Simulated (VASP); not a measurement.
An input for Quantum ESPRESSO's pw.x (written as the equivalent of a VASP run, and not itself run):

```
&CONTROL
  calculation = 'scf'
  pseudo_dir = './pseudo'
  outdir = './out'
  tprnfor = .true.
  tstress = .true.
/
&SYSTEM
  ibrav = 0
  nat = 4
  ntyp = 2
  ecutwfc = 84
  occupations = 'smearing'
  smearing = 'gaussian'
  degauss = 0.003675
  input_dft = 'pbesol'
/
&ELECTRONS
  conv_thr = 7.3e-09
  electron_maxstep = 100
/
ATOMIC_SPECIES
  Zn 65.380 Zn.upf
  S 32.060 S.upf
CELL_PARAMETERS angstrom
     1.8917461   -3.2766003    0.0000000
     1.8917461    3.2766003   -0.0000000
     0.0000000    0.0000000    6.1999593
ATOMIC_POSITIONS crystal
  Zn   0.6666670  0.3333330  0.5001781
  Zn   0.3333330  0.6666670  0.0001781
  S    0.6666670  0.3333330  0.8748219
  S    0.3333330  0.6666670  0.3748219
K_POINTS automatic
  6 6 4 0 0 0
```

Q: Write the VASP files for the same calculation (PBEsol).

A: One answer among several that fit: 
**INCAR**
```
SYSTEM = ZnS
PREC = Accurate
ENCUT = 480
EDIFF = 1E-7
NELM = 100
ALGO = Normal
LREAL = .FALSE.
LASPH = .TRUE.
ISMEAR = 0
SIGMA = 0.05
GGA = PS
LMAXMIX = 4
LWAVE = .FALSE.
LCHARG = .FALSE.
ISIF = 2
```

File POSCAR:
```
ZnS
1.0
  1.8917461106  -3.2766003373   0.0000000000
  1.8917461106   3.2766003373   0.0000000000
  0.0000000000   0.0000000000   6.1999592661
Zn S
2 2
direct
  0.6666670000   0.3333330000   0.5001780996
  0.3333330000   0.6666670000   0.0001780996
  0.6666670000   0.3333330000   0.8748219004
  0.3333330000   0.6666670000   0.3748219004
```

**KPOINTS**
```
kpoints
0
Gamma
 6 6 4
0 0 0
```

POTCAR, in this order: Zn S (PBE.64 set). Program: vasp_std.

Limits of the translation: the potentials are each code's own (VASP's PAW set, PseudoDojo norm-conserving files in pw.x), so ENCUT and ecutwfc are chosen apart and not converted; conv_thr bounds pw.x's estimated SCF error, while EDIFF bounds the energy change between steps.

The compound is ZnS in the wurtzite structure, the high-temperature form. It was relaxed first.
